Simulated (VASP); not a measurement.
BiCl3O:

```xyz
5
Lattice="5.3987 0.0000 0.0000 0.0000 5.3987 0.0000 0.0000 0.0000 5.3987" Properties=species:S:1:pos:R:3 pbc="T T T"
Bi    2.6993    2.6993    2.6993
Cl    0.0000    2.6993    2.6993
Cl    2.6993    0.0000    2.6993
Cl    2.6993    2.6993    0.0000
O     0.0000    0.0000    0.0000
```

The cell was built by a generator and needn't be a form met in nature.

- Program: VASP 6.6.1
- Task: relaxation of cell and atoms
- Functional: PBEsol
- Potentials or basis: VASP PAW PBE potentials, release 64 (Bi_d, Cl, O)
- Cutoff: 600 eV
- k mesh: 5 × 5 × 5
- Occupations: gaussian, width 0.05 eV
- Spin: no spin polarisation

At the start: pressure -1.4 GPa; volume 31.47 Å³/atom.

**Question.** Where does the relaxation end?

**Answer.** Over 3 steps the energy falls by 6.7 meV/atom and the volume is 30.00 Å³/atom (-4.7 %); space group Pm-3m (No. 221, to 0.05 Å).

The path:
```
step  energy change (eV)  largest force (eV/Å)  pressure (GPa)  volume (Å³)
   1              0.0000                0.0000           -1.42       157.35
   2             -0.0329                0.0000           -0.23       151.08
   3             -0.0337                0.0000            0.00       150.02
```

Final structure:
```
CELL_PARAMETERS angstrom
5.31348 0.00000 0.00000
0.00000 5.31348 0.00000
0.00000 0.00000 5.31348
ATOMIC_POSITIONS crystal
Bi 0.50000 0.50000 0.50000
Cl 0.00000 0.50000 0.50000
Cl 0.50000 0.00000 0.50000
Cl 0.50000 0.50000 0.00000
O 0.00000 0.00000 0.00000
```

Caveat: the PAW data sets were made with another functional, which shifts forces and pressure a little.
